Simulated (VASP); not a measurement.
# SiSn (relaxed from the rocksalt structure, space group Fm-3m): computed properties

These are LDA (Ceperley-Alder, Perdew-Zunger), VASP's LDA PAW potentials (set 64) (plane waves; VASP) values and carry that method's errors.

| Property | Value |
|---|---|
| space group | Fm-3m (225) |
| cell | a = 5.5431 Å, b = 5.5431 Å, c = 5.5431 Å, α = 90.00°, β = 90.00°, γ = 90.00° |
| volume per atom | 21.29 Å^3/atom |
| band gap (over mesh and band path) | none (metal, semimetal or under 0.01 eV) |
| Hill bulk modulus | 77.3 GPa |
| Hill shear modulus | 31.5 GPa |
| Poisson's ratio | 0.320 |
| density | 5.72 g/cm³ |
| optical Γ-point spectrum | 209 (×3) cm⁻¹ |
| C11 | 135 GPa |
| C12 | 48.4 GPa |
| C44 | 25.4 GPa |

Space group Fm-3m (No. 225); a = b = c = 5.543 Å, α = β = γ = 90.00°

```tsv
atom	site	symmetry	x	y	z
Si	4a	m-3m	0.0000	0.0000	0.0000
Sn	4b	m-3m	0.5000	0.5000	0.5000
```
(The calculation used a cell of 2 atoms; values per cell refer to that cell.)

Finite-difference elastic constants of metals are sensitive to mesh and smearing; shear constants can be off by tens of GPa. Unless said otherwise, spin-orbit coupling is left out, though it shifts the bands of the heavy elements here.

The structure was generated: SiSn was put into the rocksalt type (Fm-3m), which need not be its known phase. It was relaxed first, which changed the volume by -9 %. Symmetry was kept, so distortions that lower it aren't found.
